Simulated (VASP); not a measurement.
These are LDA (Ceperley-Alder, Perdew-Zunger), VASP's LDA PAW potentials (set 64) (plane waves; VASP) values and carry that method's errors.

Input for VASP

### INCAR
```
SYSTEM = Hf
PREC = Accurate
ENCUT = 520
EDIFF = 1E-7
NELM = 100
ALGO = Normal
LREAL = .FALSE.
LASPH = .TRUE.
ISMEAR = -5
LMAXMIX = 6
LWAVE = .FALSE.
LCHARG = .TRUE.
LORBIT = 11
NEDOS = 601
ISIF = 2
```

**POSCAR**
```
Hf
1
    1.5615160733    -2.7046251401     0.0000000000
    1.5615160733     2.7046251401     0.0000000000
    0.0000000000     0.0000000000     4.9380385733
Hf
2
Direct
  0.3333330000   0.6666670000   0.2500000000
  0.6666670000   0.3333330000   0.7500000000
```

File KPOINTS:
```
Automatic mesh
0
Gamma
15 15 8
0 0 0
```

POTCAR, in this order: Hf_pv (LDA.64 set). Program: vasp_std.

Output

OUTCAR:
```
 ion  position               nearest neighbor table
   1  0.333  0.667  0.250-   2 3.06   2 3.06   2 3.06   2 3.06   2 3.06   2 3.06
   2  0.667  0.333  0.750-   1 3.06   1 3.06   1 3.06   1 3.06   1 3.06   1 3.06
  LATTYP: Found a hexagonal cell.
 ALAT       =     3.1230321157
 C/A-ratio  =     1.5811680413
 Subroutine PRICEL returns:
 Original cell was already a primitive cell.
 Subroutine GETGRP returns: Found 24 space group operations
The static configuration has the point symmetry D_3d.
 The point group associated with its full space group is D_6h.
The dynamic configuration has the point symmetry D_3d.
 Subroutine INISYM returns: Found 24 space group operations
 Subroutine IBZKPT returns following result:
 Found    135 irreducible k-points:

 Following reciprocal coordinates:
            Coordinates               Weight
  0.000000  0.000000  0.000000      1.000000
  0.066667  0.000000  0.000000      6.000000
  0.133333  0.000000  0.000000      6.000000
  0.200000  0.000000  0.000000      6.000000
  0.266667  0.000000  0.000000      6.000000
  0.333333  0.000000  0.000000      6.000000
  0.400000  0.000000  0.000000      6.000000
...
```

OSZICAR:
```
       N       E                     dE             d eps       ncg     rms          rms(c)
DAV:   1     0.453222816403E+02    0.45322E+02   -0.11787E+04  3788   0.137E+03
DAV:   2    -0.202356884395E+02   -0.65558E+02   -0.64587E+02  4746   0.273E+02
DAV:   3    -0.220796519386E+02   -0.18440E+01   -0.18250E+01  5034   0.299E+01
DAV:   4    -0.220952489090E+02   -0.15597E-01   -0.15598E-01  4350   0.339E+00
DAV:   5    -0.220954735052E+02   -0.22460E-03   -0.22512E-03  5108   0.328E-01    0.683E+01
DAV:   6    -0.215822514685E+02    0.51322E+00   -0.44925E-01  3990   0.505E+00    0.401E+01
DAV:   7    -0.213985356753E+02    0.18372E+00   -0.71239E-01  4034   0.610E+00    0.199E+00
DAV:   8    -0.213904184445E+02    0.81172E-02   -0.45042E-02  4158   0.167E+00    0.303E-01
DAV:   9    -0.213905035411E+02   -0.85097E-04   -0.99412E-04  5256   0.246E-01    0.204E-01
DAV:  10    -0.213905039980E+02   -0.45684E-06   -0.48849E-05  4206   0.580E-02    0.300E-01
DAV:  11    -0.213904973666E+02    0.66313E-05   -0.82703E-06  4734   0.220E-02    0.134E-02
DAV:  12    -0.213904974578E+02   -0.91171E-07   -0.59347E-07  4674   0.609E-03
   1 F= -.21390497E+02 E0= -.21390497E+02  d E =0.000000E+00
```

**OUTCAR**
```
------------------------ aborting loop because EDIFF is reached ----------------------------------------
  FORCE on cell =-STRESS in cart. coord.  units (eV):
  Direction    XX          YY          ZZ          XY          YZ          ZX
  --------------------------------------------------------------------------------------
  Total       -0.0575866     -0.0575866      0.0271750      0.0000000      0.0000000     -0.0000000
  in kB       -2.2120462     -2.2120461      1.0438589      0.0000000      0.0000000     -0.0000000
  external PRESSURE =      -1.1267445 kB  Pullay stress =       0.0000000 kB
  volume of cell :       41.71
      direct lattice vectors                 reciprocal lattice vectors
     1.561516073 -2.704625140  0.000000000     0.320201635 -0.184868503  0.000000000
     1.561516073  2.704625140  0.000000000     0.320201635  0.184868503  0.000000000
     0.000000000  0.000000000  4.938038573     0.000000000  0.000000000  0.202509556
 POSITION                                       TOTAL-FORCE (eV/Angst)
 -----------------------------------------------------------------------------------
      1.56152      0.90154      1.23451        -0.000000     -0.000000      0.000000
      1.56152     -0.90154      3.70353         0.000000      0.000000      0.000000
 -----------------------------------------------------------------------------------
    total drift:                               -0.000000      0.000177     -0.000015
  FREE ENERGIE OF THE ION-ELECTRON SYSTEM (eV)
  ---------------------------------------------------
  free  energy   TOTEN  =       -21.3904974578 eV

  energy  without entropy=      -21.3904974578  energy(sigma->0) =      -21.39049746

 total charge

# of ion       s       p       d       tot
------------------------------------------
    1        0.413   6.406   1.673   8.492
    2        0.413   6.406   1.673   8.492
--------------------------------------------------
tot          0.826  12.812   3.345  16.984
```
(Selected blocks of OUTCAR.)

For a metal the tetrahedron method with Blöchl corrections gives inexact stress and forces.

The compound is Hf in the hcp structure. It was relaxed first, which changed the volume by -6 %.
